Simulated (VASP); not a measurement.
Level of theory: PBE GGA, VASP's PBE PAW potentials (set 64) (plane waves; VASP 6.6.1).

VASP input:

**POSCAR**
```
Be3CdTe4
1
    5.9159501009    -0.0000000000     0.0000000000
    0.0000000000     5.9159501009    -0.0000000000
    0.0000000000    -0.0000000000     5.9159501009
Cd Te Be
1 4 3
Direct
  1.0000000000   1.0000000000   1.0000000000
  0.2690474738   0.2690474738   0.2690474738
  0.7309525262   0.7309525262   0.2690474738
  0.7309525262   0.2690474738   0.7309525262
  0.2690474738   0.7309525262   0.7309525262
  0.5000000000   0.5000000000   1.0000000000
  0.5000000000   1.0000000000   0.5000000000
  1.0000000000   0.5000000000   0.5000000000
```

INCAR:
```
# general
SYSTEM =Be3CdTe4
PREC   =Accurate
ENCUT  =400
LREAL  =.FALSE.
LASPH  =.TRUE.
ICHARG =11

# electronic loop
EDIFF  =1E-6
NELM   =100
ALGO   =Normal
LMAXMIX=4

# smearing
ISMEAR =0
SIGMA  =0.05

# functional
GGA    =PE

# output
LWAVE  =.FALSE.
LCHARG =.FALSE.
```

### KPOINTS
```
k-points along high-symmetry lines
15
Line-mode
Reciprocal
  0.000000   0.000000   0.000000 ! GAMMA
  0.000000   0.500000   0.000000 ! X

  0.000000   0.500000   0.000000 ! X
  0.500000   0.500000   0.000000 ! M

  0.500000   0.500000   0.000000 ! M
  0.000000   0.000000   0.000000 ! GAMMA

  0.000000   0.000000   0.000000 ! GAMMA
  0.500000   0.500000   0.500000 ! R

  0.500000   0.500000   0.500000 ! R
  0.000000   0.500000   0.000000 ! X

  0.500000   0.500000   0.500000 ! R
  0.500000   0.500000   0.000000 ! M
```

POTCAR, in this order: Cd Te Be (PBE.64 set). Program: vasp_std. Read from the step before: CHGCAR.

What VASP printed:

**OUTCAR**
```
 ion  position               nearest neighbor table
   1  0.000  0.000  0.000-   2 2.76   3 2.76   4 2.76   5 2.76
   2  0.269  0.269  0.269-   6 2.50   7 2.50   8 2.50   1 2.76
   3  0.731  0.731  0.269-   6 2.50   7 2.50   8 2.50   1 2.76
   4  0.731  0.269  0.731-   6 2.50   7 2.50   8 2.50   1 2.76
   5  0.269  0.731  0.731-   6 2.50   7 2.50   8 2.50   1 2.76
   6  0.500  0.500  0.000-   2 2.50   3 2.50   4 2.50   5 2.50
   7  0.500  0.000  0.500-   2 2.50   3 2.50   4 2.50   5 2.50
   8  0.000  0.500  0.500-   2 2.50   3 2.50   4 2.50   5 2.50
  LATTYP: Found a simple cubic cell.
 ALAT       =     5.9159501009
 Subroutine PRICEL returns:
 Original cell was already a primitive cell.
 Subroutine GETGRP returns: Found 24 space group operations
The static configuration has the point symmetry T_d .
The dynamic configuration has the point symmetry T_d .
 Subroutine INISYM returns: Found 24 space group operations
   k-points           NKPTS =     90   k-points in BZ     NKDIM =     90   number of bands    NBANDS=     26
   number of dos      NEDOS =    301   number of ions     NIONS =      8
   total plane-waves  NPLWV =  64000
   dimension x,y,z NGX =    40 NGY =   40 NGZ =   40
   dimension x,y,z NGXF=    80 NGYF=   80 NGZF=   80
   ions per type =               1   4   3
   PREC   = accura    normal or accurate (medium, high low for compatibility)
   ISTART =      0    job   : 0-new  1-cont  2-samecut
...
```

File OSZICAR:
```
       N       E                     dE             d eps       ncg     rms          rms(c)
DAV:   1     0.187654428506E+03    0.18765E+03   -0.14781E+04  4680   0.109E+03
DAV:   2    -0.124030907384E+02   -0.20006E+03   -0.19586E+03  5624   0.230E+02
DAV:   3    -0.256869513984E+02   -0.13284E+02   -0.13119E+02  5978   0.639E+01
DAV:   4    -0.259338915307E+02   -0.24694E+00   -0.24665E+00  6488   0.825E+00
DAV:   5    -0.259371690117E+02   -0.32775E-02   -0.32751E-02  6030   0.973E-01
DAV:   6    -0.259372569355E+02   -0.87924E-04   -0.87916E-04  6662   0.144E-01
DAV:   7    -0.259372593801E+02   -0.24446E-05   -0.24446E-05  5916   0.222E-02
DAV:   8    -0.259372594865E+02   -0.10645E-06   -0.10648E-06  4986   0.442E-03
   1 F= -.25937259E+02 E0= -.25937259E+02  d E =-.153244E-12
```

File OUTCAR:
```
 val. band max:        3.9839510736   @ k =   0.0000   0.0000   0.0000

 cond. band min:       5.8603625245   @ k =   0.0000   0.0000   0.0000



 k-point     1 :       0.0000    0.0000    0.0000
  band No.  band energies     occupation
      1      -7.8564      2.00000
      2      -6.5017      2.00000
      3      -6.5017      2.00000
      4      -6.5017      2.00000
      5      -4.0991      2.00000
      6      -4.0991      2.00000
      7      -4.0227      2.00000
      8      -4.0227      2.00000
      9      -4.0227      2.00000
     10      -0.7995      2.00000
     11      -0.7695      2.00000
     12      -0.7695      2.00000
     13       1.5344      2.00000
     14       1.5344      2.00000
     15       1.5344      2.00000
     16       1.6238      2.00000
     17       1.6238      2.00000
     18       1.6238      2.00000
     19       3.9840      2.00000
     20       3.9840      2.00000
     21       3.9840      2.00000
     22       5.8604      0.00000
     23       6.1510      0.00000
     24       6.1510      0.00000
     25       6.1510      0.00000
     26       6.4771      0.00000

 k-point     2 :       0.0000    0.0357    0.0000
  band No.  band energies     occupation
      1      -7.8533      2.00000
      2      -6.5068      2.00000
      3      -6.5016      2.00000
      4      -6.5016      2.00000
      5      -4.0991      2.00000
      6      -4.0990      2.00000
      7      -4.0247      2.00000
      8      -4.0223      2.00000
      9      -4.0223      2.00000
     10      -0.7920      2.00000
     11      -0.7673      2.00000
     12      -0.7598      2.00000
     13       1.5237      2.00000
     14       1.5237      2.00000
     15       1.5273      2.00000
     16       1.6111      2.00000
     17       1.6319      2.00000
     18       1.6319      2.00000
     19       3.9492      2.00000
     20       3.9748      2.00000
     21       3.9748      2.00000
     22       5.8803      0.00000
     23       6.1472      0.00000
...
```

The density is held fixed in this step, so its total energy and stress have no physical meaning. Unless said otherwise, spin-orbit coupling is left out, though it shifts the bands of the heavy elements here.

The structure was generated: Be3CdTe4 was put into an ordered model structure (P-43m), which need not be its known phase. It was relaxed first.
